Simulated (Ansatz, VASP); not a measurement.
## Ta4O in VASP and in Ansatz

INCAR

```
PREC = Accurate ; ENCUT = 520
EDIFF = 1E-7 ; ISMEAR = -1
SIGMA = 0.05 ; LREAL = False
LASPH = True ; NELM = 100
ALGO = Normal ; ISIF = 2
LWAVE = False ; LCHARG = False
GGA = PE ; NBANDS = 33
```

File KPOINTS:

```
regular mesh
0
Gamma
  8 8 4
```

The input POSCAR:

```
Ta4O
1.0
    3.2574970000      0.0000000000      0.0000000000
    0.0000000000      3.2574970000      0.0000000000
    0.0000000000      0.0000000000      7.4093410000
Ta O
4 1
Direct
    0.0011990000     -0.0079930000      0.0004800000
    0.4953690000      0.4976700000      0.2188360000
    0.4933960000      0.5070170000      0.7863140000
   -0.0033190000      0.0127770000      0.4914310000
    0.4928610000      0.4917880000      0.4957540000
```

Contents of input.yaml:

```yaml
crystal:
  lattice:
    - [3.257497, 0.0, 0.0]
    - [0.0, 3.257497, 0.0]
    - [0.0, 0.0, 7.409341]
  atoms:
    - { symbol: Ta, position: [0.001199, -0.007993, 0.00048] }
    - { symbol: Ta, position: [0.495369, 0.49767, 0.218836] }
    - { symbol: Ta, position: [0.493396, 0.507017, 0.786314] }
    - { symbol: Ta, position: [-0.003319, 0.012777, 0.491431] }
    - { symbol: O, position: [0.492861, 0.491788, 0.495754] }
hamiltonian:
  xc: pbe
  pseudopotentials: { kind: paw }
kpoints:
  mp_grid: { grid: [8, 8, 4] }
scf:
  occupations: { method: fermi_dirac, width: 0.05 }
output:
  forces: true
  stress: true
  eigenvalues: true
  write_density: true
  write_potential: true
  elf: true
  volumetric_format: npy
```

Change from the starting cell: atoms moved at random, drawn with an rms of 0.05 Å.

Alike in both runs: task single point; functional PBE; k mesh 8 × 8 × 4; occupations fermi-dirac, width 0.05 eV; no spin polarisation.

|  | VASP | Ansatz |
| --- | --- | --- |
| version | VASP 6.6.1 | Ansatz 0.2.0 |
| potentials or method | VASP PAW PBE potentials, release 64 (Ta_pv, O) | Ansatz PAW |
| plane-wave cutoff (eV) | 520 | 420 |
| valence electrons in the cell | 50 | 58 |

Ansatz gave:

```
gap on the k mesh at the Fermi level (eV)       : none
pressure (GPa)                                  : -0.2
largest component of the traceless stress (GPa) : 0.31
rms of the force components (eV/Å)              : 0.436
```

Question: Which values does VASP return?

Answer: gap on the k mesh at the Fermi level (eV): none; pressure (GPa): 0.1; largest component of the traceless stress (GPa): 0.32; rms of the force components (eV/Å): 0.442.

Atom by atom the forces differ by 0.014 eV/Å (rms over components). A gap of «none» marks a metal or a gap that the smearing closes. The two sets of potentials don't hold the same shells in valence.

Spin-orbit coupling is left out, which matters for the levels of Ta.
